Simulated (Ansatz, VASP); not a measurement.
## BaB: VASP beside Ansatz

```
Ba B
1.0
     3.66684    0.00000    0.00000
     0.00000    3.66684    0.00000
     0.00000    0.00000    3.66684
Ba B
1 1
Direct
  0.00000 0.00000 0.00000
  0.50000 0.50000 0.50000
```

Alike in both runs: task relaxation of cell and atoms; functional PBE; k mesh 16 × 16 × 16; occupations gaussian, width 0.1 eV; no spin polarisation.

|  | VASP | Ansatz |
| --- | --- | --- |
| version | VASP 6.6.1 | Ansatz 0.2.0 |
| potentials or method | VASP PAW PBE potentials, release 64 (Ba_sv, B) | scalar-relativistic, plane waves, PAW |
| plane-wave cutoff (eV) | 600 | 420 |
| valence electrons in the cell | 13 | 13 |

Ansatz gave:

- gap on the k mesh at the Fermi level, each at its own relaxed structure (eV): none
- relaxed volume (Å³/atom): 25.03
- relaxed cell length with the largest relative difference (Å): 3.686
- energy change over the relaxation (meV/atom): -1

Question: Estimate VASP's values.

Answer: gap on the k mesh at the Fermi level, each at its own relaxed structure (eV): none; relaxed volume (Å³/atom): 25.64; relaxed cell length with the largest relative difference (Å): 3.715; energy change over the relaxation (meV/atom): -5.

A gap of «none» marks a metal or a gap that the smearing closes.

The runs have no spin-orbit coupling, so splittings on Ba are missing.
